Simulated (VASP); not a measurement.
Data:

```xyz
6
Lattice="1.6534 -2.8638 0.0000 1.6534 2.8638 0.0000 0.0000 0.0000 17.4184" Properties=species:S:1:pos:R:3 pbc="T T T"
W      1.6534     0.9546     4.3546
W      1.6534    -0.9546    13.0638
Se     1.6534     0.9546    14.7283
Se     1.6534    -0.9546     6.0191
Se     1.6534    -0.9546     2.6901
Se     1.6534     0.9546    11.3994
```

Computed with revPBE GGA, VASP's PBE PAW potentials (set 64) (plane waves; VASP). Numerical set-up: 520 eV cut-off, 8×8×2 Γ-centred mesh, Gaussian smearing of 0.050 eV, potentials W_sv Se.

Without a dispersion term in the relaxation, distances and binding between the weakly bound layers, chains or molecules are unreliable, and so is what depends on them.

Task: The ions and cell shape at fixed volume are relaxed. Predict the relaxed structure.

Result: 
```xyz
6
Lattice="1.6705 -2.8934 0.0000 1.6705 2.8934 0.0000 0.0000 0.0000 17.0641" Properties=species:S:1:pos:R:3 pbc="T T T"
W      1.6705     0.9645     4.2660
W      1.6705    -0.9645    12.7980
Se     1.6705     0.9645    14.4786
Se     1.6705    -0.9645     5.9466
Se     1.6705    -0.9645     2.5855
Se     1.6705     0.9645    11.1175
```
Space group P6_3/mmc (194), at a tolerance of 0.03 Å.

Task: How much energy does the relaxation gain?

Result: The energy (σ→0) changes by -7.7 meV/atom, in 8 ionic steps.

The compound is WSe2 in the 2H layered structure. This cell is one point of a volume scan, at 0.97 of the reference volume. Symmetry was kept, so distortions that lower it aren't found.
